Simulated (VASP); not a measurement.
Here is the system:

```
CELL_PARAMETERS angstrom
     -0.01184     5.74443     5.77242
      5.74443    -0.01184     5.77242
      2.86630     2.86630     0.00000
ATOMIC_POSITIONS crystal
  Zn 0.00090 0.00090 0.99819
  S  0.11128 0.11128 0.27744
  S  0.11773 0.64787 0.23440
  S  0.64787 0.11773 0.23440
  S  0.62543 0.62543 0.24914
  Hg 0.00457 0.49516 0.00027
  Hg 0.49516 0.00457 0.00027
  Hg 0.49705 0.49705 0.00589
```

The numbers are results of PBEsol GGA, VASP's PBE PAW potentials (set 64) (plane waves; VASP), not measurements. Settings: 400 eV cut-off, Gaussian smearing of 0.050 eV, potentials Zn S Hg.

**Question.** Give the energies of bands 27 to 40 at the high-symmetry points, in eV from the Fermi level.

**Answer.** 
```csv
band,Γ,Y,C0,Z,A0,T,S,R
27,-4.87,-3.14,-3.19,-4.20,-4.65,-4.88,-3.32,-4.58
28,-2.50,-2.67,-2.94,-4.01,-4.59,-4.78,-2.86,-4.58
29,-2.39,-2.61,-2.92,-2.97,-2.49,-2.50,-2.44,-2.71
30,-1.18,-2.28,-1.91,-2.87,-2.38,-2.39,-2.29,-2.58
31,-1.15,-1.84,-1.87,-2.65,-2.38,-2.36,-2.10,-2.34
32,-1.10,-1.45,-1.37,-2.65,-2.23,-2.30,-1.49,-2.17
33,-0.81,-1.16,-1.15,-2.46,-1.72,-1.20,-0.85,-1.95
34,-0.12,-1.09,-1.12,-2.15,-1.39,-0.98,-0.66,-1.80
35,-0.10,-0.85,-1.10,-1.18,-1.08,-0.93,-0.34,-1.46
36,-0.09,-0.82,-0.47,-0.81,-1.03,-0.85,-0.33,-1.44
37,0.00,2.57,2.41,2.94,1.99,1.49,1.55,2.56
38,1.63,2.64,2.55,3.02,2.43,1.88,1.74,3.17
39,2.00,2.98,2.86,3.81,2.85,2.74,3.26,3.23
40,3.27,3.21,3.39,4.86,3.41,3.22,3.29,3.74
```

It has no gap at this level: it comes out as a metal or semimetal.

The structure was generated: Hg3ZnS4 was put into an ordered model structure (Amm2), which need not be its known phase. It was relaxed first.
